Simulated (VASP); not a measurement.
# PbO2: which input changes matter, part 2 of 3

Which changes to a sound input spoil a run on PbO2, which are harmless, and which give a warning? All runs use r2SCAN. The start is a computed cell from the Materials Project.

VASP 6.6.1, plane waves and PAW; the level of theory is named at each step.

So far. Step 2 (Reference run): The pressure is -5.74 GPa and the largest force 0.000 eV/Å, so the cell is not at a minimum at these settings.

## Step 5: A single point (r2SCAN) with a changed input

This step: r2SCAN; plane waves and PAW (Pb_d, O) (VASP 6.6.1).

A single point gives energy, forces and stress at these settings. Some settings are moved from the usual, to see what they do.

Input file INCAR:

```
SYSTEM = PbO2
PREC = Accurate
ENCUT = 520
EDIFF = 1E-04
NELM = 100
ISMEAR = -5
SIGMA = 0.1
LREAL = .FALSE.
ALGO = Normal
METAGGA = R2SCAN
LASPH = .TRUE.
NBANDS = 19
LORBIT = 11
LWAVE = .FALSE.
LCHARG = .FALSE.
KPAR = 4
ISIF = 2
ISYM = 1
```

Input file POSCAR:

```
PbO2
1.0
    0.0000000000      2.7019920000      2.7019920000
    2.7019920000      0.0000000000      2.7019920000
    2.7019920000      2.7019920000      0.0000000000
Pb O
1 2
Direct
    0.0000000000      0.0000000000      0.0000000000
    0.2500000000      0.2500000000      0.2500000000
    0.7500000000      0.7500000000      0.7500000000
```

Input file KPOINTS:

```
Automatic mesh
0
Gamma
9 9 9
0 0 0
```

The projector-augmented-wave data sets are Pb_d and O (PBE family, release 64).

Command:

```sh
$ mpirun -np 4 vasp_std
```

What it wrote:

```text
[banner, memory and clock lines left out]
running    4 mpi-ranks, on    1 nodes
 distrk:  each k-point on    1 cores,    4 groups
 distr:  one band on    1 cores,    1 groups

 POSCAR found type information on POSCAR PbO
 POSCAR found :  2 types and       3 ions
 [... a notice as in an earlier step ...]

 LDA part: xc-table for (None), standard interpolation
 POSCAR, INCAR and KPOINTS ok, starting setup
 FFT: planning ... GRIDC
 FFT: planning ... GRID_SOFT
 FFT: planning ... GRID
 WAVECAR not read
 entering main loop
       N       E                     dE             d eps       ncg     rms          rms(c)
DAV:   1     0.202274044492E+03    0.20227E+03   -0.14181E+04  1360   0.168E+03
DAV:   2    -0.576065845440E+02   -0.25988E+03   -0.25084E+03  1442   0.439E+02
DAV:   3    -0.806305065445E+02   -0.23024E+02   -0.22582E+02  1598   0.136E+02
DAV:   4    -0.812950567104E+02   -0.66455E+00   -0.66387E+00  1525   0.233E+01
DAV:   5    -0.813146543931E+02   -0.19598E-01   -0.19599E-01  1722   0.410E+00    0.854E+00
DAV:   6    -0.705967823499E+02    0.10718E+02   -0.80338E+00  1687   0.569E+01    0.260E+00
DAV:   7    -0.707241518390E+02   -0.12737E+00   -0.68918E-01  1426   0.771E+00    0.181E+00
DAV:   8    -0.707533908769E+02   -0.29239E-01   -0.94628E-02  1793   0.583E+00    0.403E-01
DAV:   9    -0.707506620874E+02    0.27288E-02   -0.26397E-02  1837   0.259E+00    0.104E-01
DAV:  10    -0.707509689739E+02   -0.30689E-03   -0.27090E-03  1477   0.685E-01    0.897E-02
DAV:  11    -0.707509511649E+02    0.17809E-04   -0.61065E-04  1264   0.327E-01
   1 F= -.70750951E+02 E0= -.70750951E+02  d E =0.000000E+00
|                                                                             |
|           W    W    AA    RRRRR   N    N  II  N    N   GGGG   !!!           |
|           W    W   A  A   R    R  NN   N  II  NN   N  G    G  !!!           |
|           W    W  A    A  R    R  N N  N  II  N N  N  G       !!!           |
|           W WW W  AAAAAA  RRRRR   N  N N  II  N  N N  G  GGG   !            |
|           WW  WW  A    A  R   R   N   NN  II  N   NN  G    G                |
|           W    W  A    A  R    R  N    N  II  N    N   GGGG   !!!           |
|                                                                             |
|     Tetrahedron method does not include variations of the Fermi             |
|     occupations, so forces and stress will be inaccurate. We suggest        |
|     using a different smearing scheme ISMEAR = 1 or 2 for metals in         |
|     relaxations.                                                            |
|                                                                             |
```

Elapsed: 18 s, on 4 MPI ranks of AMD EPYC 9R45, shared host; peak memory 0.62 GiB; 71 s of CPU time.

OUTCAR, selected parts (step 5):

```text
The static configuration has the point symmetry O_h .

 Found     35 irreducible k-points:

   k-points           NKPTS =     35   k-points in BZ     NKDIM =     35   number of bands    NBANDS=     19

   NELECT =      26.0000    total number of electrons

 E-fermi :   5.2163

 k-point     1 :       0.0000    0.0000    0.0000
  band No.  band energies     occupation
    ...
     10       3.2541      2.00000
     11       3.2541      2.00000
     12       4.0531      2.00000
     13       4.0531      2.00000
     14       4.0531      2.00000
     15      12.9012      0.00000
     16      12.9012      0.00000
     17      12.9012      0.00000
     18      17.2383      0.00000
     19      21.7732      0.00000

 k-point     2 :       0.1111    0.0000    0.0000
  band No.  band energies     occupation
    ...
     10       3.1544      2.00000
     11       3.1544      2.00000
     12       4.0304      2.00000
     13       4.0304      2.00000
     14       5.1715      0.79058
     15      12.5772      0.00000
     16      13.1635      0.00000
     17      13.1636      0.00000
     18      18.2601      0.00000
     19      21.6583      0.00000

  Total       -1.4276590     -1.4276590     -1.4276590      0.0000000      0.0000000      0.0000000
  in kB      -57.9766223    -57.9766223    -57.9766223      0.0000000      0.0000000      0.0000000
  external PRESSURE =     -57.9766223 kB  Pullay stress =       0.0000000 kB

 POSITION                                       TOTAL-FORCE (eV/Angst)
 -----------------------------------------------------------------------------------
      0.00000      0.00000      0.00000        -0.000000      0.000000      0.000000
      1.35100      1.35100      1.35100         0.000000      0.000000      0.000000
      4.05299      4.05299      4.05299         0.000000     -0.000000     -0.000000
 -----------------------------------------------------------------------------------
    total drift:                                0.000000     -0.000000      0.000000

  FREE ENERGIE OF THE ION-ELECTRON SYSTEM (eV)
  ---------------------------------------------------
  free  energy   TOTEN  =       -70.7509511649 eV

  energy  without entropy=      -70.7509511649  energy(sigma->0) =      -70.75095116

 total charge
# of ion       s       p       d       tot
------------------------------------------
    1        1.016   0.647   9.977  11.640
    2        1.594   3.372   0.000   4.966
    3        1.594   3.372   0.000   4.966
--------------------------------------------------
tot          4.204   7.391   9.977  21.573

[... 7 parts as in an earlier step ...]

[... 5 further parts left out ...]
```

The run converged, and its energy and pressure stay near those of the sound run.

Against the sound run on this cell (reference run) the energy at zero smearing moves by +0.0 meV an atom and the pressure by -0.05 GPa.

Settings moved from the usual: EDIFF = 0.0001, ISYM = 1, ISMEAR = -5 and SIGMA = 0.1.

With tetrahedra SIGMA is not used.

## Step 6: Full relaxation (r2SCAN) with a changed input

The start need not lie at this functional's minimum. ISIF = 3 frees volume, shape and positions, and EDIFFG sets the threshold on forces and stress at which the search stops. Some settings are moved from the usual, to see what they do.

Input file INCAR:

```
SYSTEM = PbO2
PREC = Accurate
ENCUT = 520
EDIFF = 1E-06
NELM = 100
ISMEAR = -1
SIGMA = 0.05
LREAL = On
ALGO = Normal
METAGGA = R2SCAN
LASPH = .TRUE.
NBANDS = 19
LORBIT = 11
LWAVE = .FALSE.
LCHARG = .FALSE.
KPAR = 4
IBRION = 2
NSW = 60
ISIF = 3
EDIFFG = -0.01
NELMDL = 0
```

POSCAR is that of step 5.

KPOINTS is that of step 5.

Command:

```sh
$ mpirun -np 4 vasp_std
```

What it wrote:

```text
[banner, memory and clock lines left out]
running    4 mpi-ranks, on    1 nodes
 distrk:  each k-point on    1 cores,    4 groups
 distr:  one band on    1 cores,    1 groups

 POSCAR found type information on POSCAR PbO
 POSCAR found :  2 types and       3 ions
|                                                                             |
|               ----> ADVICE to this user running VASP <----                  |
|                                                                             |
|     You have a (more or less) 'small supercell' and for smaller cells       |
|     it is recommended to use the reciprocal-space projection scheme!        |
|     The real-space optimization is not efficient for small cells and it     |
|     is also less accurate ...                                               |
|     Therefore, set LREAL=.FALSE. in the INCAR file.                         |
|                                                                             |

 [... a notice as in an earlier step ...]

 LDA part: xc-table for (None), standard interpolation
 POSCAR, INCAR and KPOINTS ok, starting setup
 FFT: planning ... GRIDC
 FFT: planning ... GRID_SOFT
 FFT: planning ... GRID
 WAVECAR not read
 WARNING: random wavefunctions but no delay for mixing, default for NELMDL
 entering main loop
       N       E                     dE             d eps       ncg     rms          rms(c)
DAV:   1     0.202546924327E+03    0.20255E+03   -0.14121E+04  1344   0.168E+03
DAV:   2    -0.533291885758E+02   -0.25588E+03   -0.24635E+03  1464   0.437E+02
DAV:   3    -0.769777142377E+02   -0.23649E+02   -0.23074E+02  1577   0.139E+02
DAV:   4    -0.776841744195E+02   -0.70646E+00   -0.70552E+00  1494   0.240E+01
DAV:   5    -0.777036060753E+02   -0.19432E-01   -0.19431E-01  1684   0.419E+00    0.756E+00
DAV:   6    -0.677354947429E+02    0.99681E+01   -0.61231E+00  1647   0.490E+01    0.252E+00
DAV:   7    -0.678507600419E+02   -0.11527E+00   -0.55378E-01  1435   0.722E+00    0.169E+00
DAV:   8    -0.678852662778E+02   -0.34506E-01   -0.81397E-02  1746   0.517E+00    0.376E-01
DAV:   9    -0.678851091423E+02    0.15714E-03   -0.23169E-02  2044   0.190E+00    0.114E-01
DAV:  10    -0.678852667006E+02   -0.15756E-03   -0.21770E-03  1502   0.745E-01    0.846E-02
DAV:  11    -0.678852927810E+02   -0.26080E-04   -0.59277E-04  1876   0.343E-01    0.295E-02
DAV:  12    -0.678852734986E+02    0.19282E-04   -0.10773E-04  1557   0.135E-01    0.327E-03
DAV:  13    -0.678852746651E+02   -0.11665E-05   -0.37603E-06  1460   0.156E-02    0.483E-03
DAV:  14    -0.678852739146E+02    0.75057E-06   -0.14472E-06   758   0.145E-02
   1 F= -.67885274E+02 E0= -.67882224E+02  d E =-.678853E+02
 curvature:   0.00 expect dE= 0.000E+00 dE for cont linesearch  0.000E+00
 trial: gam= 0.00000 g(F)=  0.160E-48 g(S)=  0.729E+00 ort = 0.000E+00 (trialstep = 0.100E+01)
 search vector abs. value=  0.729E+00
 bond charge predicted
       N       E                     dE             d eps       ncg     rms          rms(c)
DAV:   1    -0.758274877312E+02   -0.79422E+01   -0.20296E+02  1694   0.224E+02    0.174E+01
DAV:   2    -0.689501593278E+02    0.68773E+01   -0.14637E+01  1758   0.803E+01    0.597E+00
DAV:   3    -0.680267754498E+02    0.92338E+00   -0.32634E+00  1691   0.432E+01    0.953E-01
DAV:   4    -0.680354260320E+02   -0.86506E-02   -0.28018E-01  2044   0.897E+00    0.362E-01
DAV:   5    -0.680388066813E+02   -0.33806E-02   -0.10709E-02  1394   0.891E-01    0.287E-01
DAV:   6    -0.680440323545E+02   -0.52257E-02   -0.70025E-03  1428   0.136E+00    0.918E-02
DAV:   7    -0.680442907287E+02   -0.25837E-03   -0.14871E-03  1564   0.466E-01    0.395E-02
DAV:   8    -0.680442505638E+02    0.40165E-04   -0.18436E-04  1492   0.157E-01    0.755E-03
DAV:   9    -0.680442514194E+02   -0.85562E-06   -0.37528E-06  1462   0.207E-02
   2 F= -.68044251E+02 E0= -.68043896E+02  d E =-.158978E+00
[... from here on, the cycles between the ionic steps are left out ...]
   3 F= -.68034001E+02 E0= -.68033305E+02  d E =-.148727E+00
   4 F= -.68030863E+02 E0= -.68027842E+02  d E =-.145589E+00
   5 F= -.68220006E+02 E0= -.68218093E+02  d E =-.334732E+00
   6 F= -.68277760E+02 E0= -.68276580E+02  d E =-.392486E+00
   7 F= -.68309653E+02 E0= -.68308179E+02  d E =-.424379E+00
   8 F= -.68312557E+02 E0= -.68311158E+02  d E =-.427283E+00
   9 F= -.68274947E+02 E0= -.68273269E+02  d E =0.376103E-01
 trial-energy change:    0.037610  1 .order    0.035956   -0.001185    0.073096
 step:   0.0127(harm=  0.0144)  dis= 0.00000  next Energy=   -68.312566 (dE=-0.834E-05)
 bond charge predicted
       N       E                     dE             d eps       ncg     rms          rms(c)
DAV:   1    -0.683221562208E+02   -0.47210E-01   -0.29304E-01  1703   0.968E+00    0.612E-01
DAV:   2    -0.683139546277E+02    0.82016E-02   -0.20370E-02  1727   0.230E+00    0.205E-01
DAV:   3    -0.683125838141E+02    0.13708E-02   -0.36973E-03  1676   0.151E+00    0.400E-02
DAV:   4    -0.683125614954E+02    0.22319E-04   -0.42183E-04  2039   0.359E-01    0.122E-02
DAV:   5    -0.683125679637E+02   -0.64683E-05   -0.30323E-05  1350   0.427E-02    0.358E-03
DAV:   6    -0.683125669291E+02    0.10346E-05   -0.28721E-06  1476   0.436E-02    0.207E-03
DAV:   7    -0.683125660821E+02    0.84694E-06   -0.62922E-07   897   0.772E-03
  10 F= -.68312566E+02 E0= -.68311162E+02  d E =-.870467E-05
 curvature:  -0.01 expect dE=-0.493E-07 dE for cont linesearch -0.493E-07
 trial: gam=-0.06701 g(F)=  0.242E-45 g(S)=  0.684E-05 ort = 0.948E-04 (trialstep = 0.725E+00)
 search vector abs. value=  0.358E-07
 reached required accuracy - stopping structural energy minimisation
```

Wall time 2.7 min (4 MPI ranks); peak memory 0.68 GiB.

From OUTCAR (step 6):

```text
   NELECT =      26.0000    total number of electrons

 E-fermi :   6.3478

 k-point     1 :       0.0000    0.0000    0.0000
  band No.  band energies     occupation
    ...
     10       4.0335      2.00000
     11       4.3709      2.00000
     12       4.8601      2.00000
     13       4.8601      2.00000
     14       4.8601      2.00000
     15      14.1086      0.00000
     16      14.1086      0.00000
     17      14.1086      0.00000
     18      19.0142      0.00000
     19      22.9081      0.00000

  Total        0.0119110      0.0119110      0.0119110      0.0000000      0.0000000      0.0000000
  in kB        0.5334058      0.5334058      0.5334058      0.0000000      0.0000000      0.0000000
  external PRESSURE =       0.5334058 kB  Pullay stress =       0.0000000 kB

 POSITION                                       TOTAL-FORCE (eV/Angst)
 -----------------------------------------------------------------------------------
      0.00000      0.00000     -0.00000         0.000000     -0.000000     -0.000000
      1.30766      1.30766      1.30766        -0.000000     -0.000000     -0.000000
      3.92297      3.92297      3.92297         0.000000      0.000000      0.000000
 -----------------------------------------------------------------------------------
    total drift:                                0.000000      0.000000      0.000000

  FREE ENERGIE OF THE ION-ELECTRON SYSTEM (eV)
  ---------------------------------------------------
  free  energy   TOTEN  =       -68.3125660821 eV

  energy  without entropy=      -68.3097575004  energy(sigma->0) =      -68.31116179

 reached required accuracy - stopping structural energy minimisation

[... 7 parts as in an earlier step ...]

[... 10 further parts left out ...]
```

CONTCAR:

```
PbO2
   1.00000000000000
     0.0000000000000000    2.6153118756315314    2.6153118756315314
     2.6153118756315314    0.0000000000000000    2.6153118756315314
     2.6153118756315314    2.6153118756315314   -0.0000000000000000
  Pb              O
     1     2
Direct
     0.0000000000000000    0.0000000000000000    0.0000000000000000
     0.2500000000000000    0.2500000000000000    0.2500000000000000
     0.7500000000000000    0.7500000000000000    0.7500000000000000
```

The run converged; its settings lie outside those of the reference runs, so its numbers are set aside.

Settings moved from the usual: NELMDL = 0 and LREAL = On.

The log speaks of NELMDL: with random orbitals VASP wants a delay before mixing. NELMDL acts on the way to self-consistency or on speed; a fully converged result doesn't depend on them, though slow mixing can meet EDIFF with the stress still off.

(Part 2 of 3 ends here.)

[Lines on the potential files, build, host, timing and source positions are cut from VASP's logs without a mark.]

[Logs are printed without paths, hosts, clocks, repeated set-up lines and the standing remarks that a program may print on its own settings, such as how far it seeks lower states.]

[Hosts, paths, dates, database ids (printed as entryN), source tags and the programs' standing remarks are cut or masked in the printed files.]

[A measured line is paired with the nearest computed mode of its activity, which favours agreement.]

[In band tables of VASP the shares of atoms and orbitals are scaled to a sum of 1 inside the atoms' spheres.]
